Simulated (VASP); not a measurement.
MgO (rock salt):

```
CELL_PARAMETERS angstrom
      0.00000     2.10500     2.10500
      2.10500     0.00000     2.10500
      2.10500     2.10500     0.00000
ATOMIC_POSITIONS crystal
  Mg 0.00000 0.00000 0.00000
  O  0.50000 0.50000 0.50000
```

The lowest empty band near Γ, direction [111], from PBE with spin-orbit coupling in VASP (PAW); its two spin partners are averaged. The gap over the points computed is 4.73 eV, and the next band on that side lies 11.07 eV away at the edge.

Numerical set-up: 520 eV cut-off, 12×12×12 Γ-centred mesh, Gaussian smearing of 0.050 eV, potentials Mg O.

```csv
distance from the edge in k (1/Å),distance in energy (meV)
0.018,3.6
0.025,6.9
0.035,13.5
0.050,27.4
0.070,53.2
```

### Question
Fit E(1 + αE) = ħ²k²/2m* (ħ²/2m0 = 3.810 eV Å²) and predict the row at 0.095 1/Å.

### Answer
Least squares on the energies gives the electron mass m* = 0.344 m0 and α = 0.38 per eV, and so 96.4 meV. The run gave 97.0 meV, +0.6 meV from the fit.

Left out are points under 3 meV from the edge, since the levels carry 0.1 meV, and points farther than half the way to the next band.

The compound is MgO in the rock salt structure. The cell was not relaxed at this level.
